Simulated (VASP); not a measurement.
```yaml
crystal:
  lattice:
    - [0.00000, 2.83500, 2.83500]
    - [2.83500, 0.00000, 2.83500]
    - [2.83500, 2.83500, 0.00000]
  atoms:
    - { symbol: Zn, position: [0.00000, 0.00000, 0.00000] }
    - { symbol: Se, position: [0.25000, 0.25000, 0.25000] }
```

Method: PBE GGA + U (Dudarev), VASP's PBE PAW potentials (set 64) (plane waves; VASP). Settings: 400 eV cut-off, 7×7×7 Γ-centred mesh, Gaussian smearing of 0.050 eV, potentials Zn Se, U − J: Zn 2.00 eV.

### Question
What does the run give for the energy per atom (σ→0), pressure, band gap (on the k-mesh) with the smallest direct gap where there is one?

### Answer

```json
{
 "band gap (on the k-mesh)": "1.40 eV",
 "smallest direct gap (on the k-mesh)": "1.40 eV",
 "energy per atom (σ→0)": "-2.920 eV/atom",
 "pressure": "1.59 GPa"
}
```

Only differences to runs with the same potentials and settings are physical.

The compound is ZnSe in the zinc blende structure. The cell was not relaxed at this level. The run is one of a series of settings (LDAU = .TRUE., LDAUJ = 0 0, LDAUL = 2 -1, LDAUTYPE = 2, LDAUU = 2.0 0 against the base run), some of them coarse on purpose.
